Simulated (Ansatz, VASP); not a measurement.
**NbAg3Te3: VASP beside Ansatz**

INCAR

```
SYSTEM = NbAg3Te3
ALGO     = Normal         ! electronic algorithm
EDIFF    = 1E-7           ! SCF threshold, eV
ENCUT    = 520            ! plane-wave cutoff, eV
GGA      = PE             ! functional
ISIF     = 2              ! what is computed and relaxed
ISMEAR   = 0              ! smearing method
LASPH    = .TRUE.         ! aspherical terms in the spheres
LCHARG   = .TRUE.         ! write CHGCAR
LELF     = .TRUE.         ! ELF
LREAL    = .FALSE.        ! projectors in reciprocal space
LVHAR    = .TRUE.       
LWAVE    = .FALSE.        ! write WAVECAR
NBANDS   = 41             ! bands
NELM     = 100            ! most SCF steps
PREC     = Accurate       ! precision mode
SIGMA    = 0.1            ! smearing width, eV
```

KPOINTS

```
k-points
0
G
  4 4 4
  0 0 0
```

POSCAR

```
NbAg3Te3
1.0
    3.6808669287     -3.4450535817      0.0000000000
    3.6808669287      3.4450535817      0.0000000000
   -0.6518197223      0.0000000000      7.1000876119
Nb Ag Te
1 3 3
Direct
    0.7621122691      0.7621122691      0.3727482497
    0.3082588096      0.7238364799      0.6171574455
    0.7238364799      0.3082588096      0.6171574455
    0.8210676798      0.8210676798      0.7827192236
    0.2496557911      0.7605004213      0.2085928730
    0.7605004213      0.2496557911      0.2085928730
    0.2365204891      0.2365204891      0.8291484196
```

Input for Ansatz:

```yaml
crystal:
  lattice:
    - [3.6808669287, -3.4450535817, 0.0]
    - [3.6808669287, 3.4450535817, 0.0]
    - [-0.6518197223, 0.0, 7.1000876119]
  atoms:
    - { symbol: Nb, position: [0.7621122691, 0.7621122691, 0.3727482497] }
    - { symbol: Ag, position: [0.3082588096, 0.7238364799, 0.6171574455] }
    - { symbol: Ag, position: [0.7238364799, 0.3082588096, 0.6171574455] }
    - { symbol: Ag, position: [0.8210676798, 0.8210676798, 0.7827192236] }
    - { symbol: Te, position: [0.2496557911, 0.7605004213, 0.208592873] }
    - { symbol: Te, position: [0.7605004213, 0.2496557911, 0.208592873] }
    - { symbol: Te, position: [0.2365204891, 0.2365204891, 0.8291484196] }
basis:
  ecutwfc: 420
kpoints:
  mp_grid: { grid: [4, 4, 4] }
hamiltonian:
  xc: pbe
scf:
  occupations: { method: gaussian, width: 0.1 }
  lower_state_search: "off"
output:
  forces: true
  stress: true
  eigenvalues: true
```

Alike in both runs: task single point; functional PBE; k mesh 4 × 4 × 4; occupations gaussian, width 0.1 eV; no spin polarisation.

|  | VASP | Ansatz |
| --- | --- | --- |
| version | VASP 6.6.1 | Ansatz 0.2.0 |
| potentials or method | VASP PAW PBE potentials, release 64 (Nb_sv, Ag, Te) | scalar-relativistic, plane waves, PAW |
| plane-wave cutoff (eV) | 520 | 420 |
| valence electrons in the cell | 64 | 118 |

```csv
,VASP,Ansatz,Ansatz less VASP
gap on the k mesh at the Fermi level (eV),none,none,-
pressure (GPa),-0.1,0.0,+0.10
largest component of the traceless stress (GPa),0.63,0.64,+0.011
rms of the force components (eV/Å),0.029,0.029,-0.0001
```

Atom by atom the forces differ by 0.004 eV/Å (rms over components). A gap of «none» marks a metal or a gap that the smearing closes. The two sets of potentials don't hold the same shells in valence.

Spin-orbit coupling is left out, which matters for the levels of Te.
